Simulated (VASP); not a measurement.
VASP runs on PtS$_{2}$ share one base input (PBE GGA, plane waves, VASP's PBE PAW potentials (set 64)) and change the settings named in each case.

**KPOINTS**
```
Automatic mesh
0
Gamma
8 8 1
0 0 0
```

**INCAR**
```
SYSTEM = PtS2
PREC = Accurate
ENCUT = 300
EDIFF = 1E-6
NELM = 100
ALGO = Normal
LREAL = .FALSE.
LASPH = .TRUE.
ISMEAR = 0
SIGMA = 0.272
GGA = PE
LMAXMIX = 6
LWAVE = .FALSE.
LCHARG = .FALSE.
ISIF = 2
```

File POSCAR:
```
PtS2
1
    3.4347410000     0.0000000000     0.0000000000
   -1.7173710000     2.9745730000     0.0000000000
    0.0000000000     0.0000000000    16.7926240000
Pt S
1 2
Direct
 -0.0163640000  -0.0006050000   0.4998460000
  0.3376070000   0.6582500000   0.5818240000
  0.6787570000   0.3423550000   0.4183300000
```

POTCAR, in this order: Pt S (PBE.64 set). Program: vasp_std.

```tsv
change	E(σ→0) (eV/atom)	largest force (eV/Å)
base run	-5.0748	1.324
GGA removed, POTCAR Pt S (LDA.64 set)	-5.9071	1.564
GGA_COMPAT = .FALSE., LNONCOLLINEAR = .TRUE., LSORBIT = .TRUE., MAGMOM = 0.0 0.0 0.0 0.0 0.0 0.0 0.0 0.0 0.0, program vasp_ncl	-5.2063	1.344
KPOINTS 1×1×1 Γ-centred mesh	-3.7957	3.138
```
 Energies of different potentials or functionals have different zeros.  The cell holds a wide vacuum, so values per volume refer to the whole cell. Unless said otherwise, spin-orbit coupling is left out, though it shifts the bands of the heavy elements here.

Left out are runs that ran out of time, are held back, or changed the cell or the kind of run, fixed moments of cells without a moment, rows past the twelfth, gaps on odd meshes, pressures of charged cells and columns that move by less than the noise.

The cell is a sheet or thin cut with vacuum, built from a generated structure.
